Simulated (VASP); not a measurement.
Here is the system:

```yaml
crystal:
  lattice:
    - [0.00000, 2.06942, 2.06942]
    - [2.06942, 0.00000, 2.06942]
    - [2.06942, 2.06942, 0.00000]
  atoms:
    - { symbol: Ti, position: [0.00000, 0.00000, 0.00000] }
    - { symbol: C, position: [0.50000, 0.50000, 0.50000] }
```

All values below come from LDA (Ceperley-Alder, Perdew-Zunger), VASP's LDA PAW potentials (set 64) (plane waves; VASP). Settings: 620 eV cut-off, 15×15×15 Γ-centred mesh, first-order Methfessel-Paxton smearing of 0.10 eV, potentials Ti_sv C.

Q: Estimate the energy per atom (σ→0), pressure, band gap (on the k-mesh) with the smallest direct gap where there is one.

A: 
The band gap (on the k-mesh) is none (metal, semimetal or under 0.01 eV) and the energy per atom (σ→0) comes out as -10.197 eV/atom. The pressure comes out as 298.0 kbar.

Only differences to runs with the same potentials and settings are physical.

The compound is TiC in the rock salt structure. It was relaxed first under an external pressure of 30 GPa.
